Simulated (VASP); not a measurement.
Here is a VASP 6.6.1 calculation.

Contents of INCAR:

```
SYSTEM = GeB2C2
  ALGO = Fast
  EDIFF = 1E-5
  ENCUT = 520
  GGA = PE
  ISIF = 2
  ISMEAR = 0
  LASPH = .TRUE.
  LCHARG = .FALSE.
  LREAL = Auto
  LWAVE = .FALSE.
  NELM = 80
  PREC = Normal
  SIGMA = 0.15
```

KPOINTS

```
k-points
0
G
  4 5 5
  0 0 0
```

POSCAR

```
GeB2C2
1.0
    5.5315200000      0.0000000000      0.0000000000
    0.0000000000      4.1963900000      0.0000000000
    0.0000000000      0.0000000000      4.6921200000
Ge B C
2 4 4
Direct
    0.0000000000      0.0000000000      0.9709040000
    0.5000000000      0.0000000000      0.9709040000
    0.2500000000      0.5000000000      0.8356970000
    0.7500000000      0.5000000000      0.8356970000
    0.0000000000      0.5000000000      0.3418920000
    0.5000000000      0.5000000000      0.3418920000
    0.0000000000      0.5000000000      0.6757050000
    0.5000000000      0.5000000000      0.6757050000
    0.2500000000      0.5000000000      0.1755900000
    0.7500000000      0.5000000000      0.1755900000
```

Potentials or basis: VASP PAW PBE potentials, release 64 (Ge_d, B, C).

The run is started by

```console
$ cat potpaw_PBE.64/Ge_d/POTCAR potpaw_PBE.64/B/POTCAR potpaw_PBE.64/C/POTCAR > POTCAR
$ mpirun -np 1 vasp_std > vasp.out
```

**Question.** Estimate the pressure.

**Answer.** -0.2 GPa.

**Question.** Estimate the largest force.

**Answer.** 0.051 eV/Å.

Stress tensor (GPa, compression positive):
```
 0.17  0.00  0.00
 0.00 -0.42  0.00
 0.00  0.00 -0.47
```
